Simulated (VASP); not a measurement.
Here is the system:

```
MgNa6Cl8
1.0
    0.00000     5.55377     5.55377
    5.55377     0.00000     5.55377
    5.55377     5.55377     0.00000
Na Mg Cl
6 1 8
Direct
  0.50000   0.00000   0.00000
  0.50000   0.00000   0.50000
  0.00000   0.50000   0.50000
  0.00000   0.50000   0.00000
  0.50000   0.50000   0.00000
  0.00000   0.00000   0.50000
  0.00000   0.00000   0.00000
  0.25000   0.25000   0.25000
  0.75000   0.75000   0.75000
  0.77293   0.22707   0.22707
  0.22707   0.77293   0.77293
  0.22707   0.77293   0.22707
  0.77293   0.22707   0.77293
  0.22707   0.22707   0.77293
  0.77293   0.77293   0.22707
```

Level of theory: r2SCAN meta-GGA, VASP's PBE PAW potentials (set 64) (plane waves; VASP). Numerical set-up: LREAL = Auto, 400 eV cut-off, 4×4×4 Γ-centred mesh, tetrahedra with Blöchl corrections, potentials Na_pv Mg Cl.

Q: Estimate the energy per atom (σ→0), band gap (over mesh and band path) with the smallest direct gap where there is one.

A: 
The band gap (over mesh and band path) comes out as 6.14 eV and the smallest direct gap (over mesh and band path) is 6.14 eV. The energy per atom (σ→0) is -678.5 kJ/mol of atoms.

Only differences to runs with the same potentials and settings are physical.

The structure comes from a computed database's Na6MgCl8 entry (Fm-3m); how it stands against other phases isn't given here. It was relaxed first.
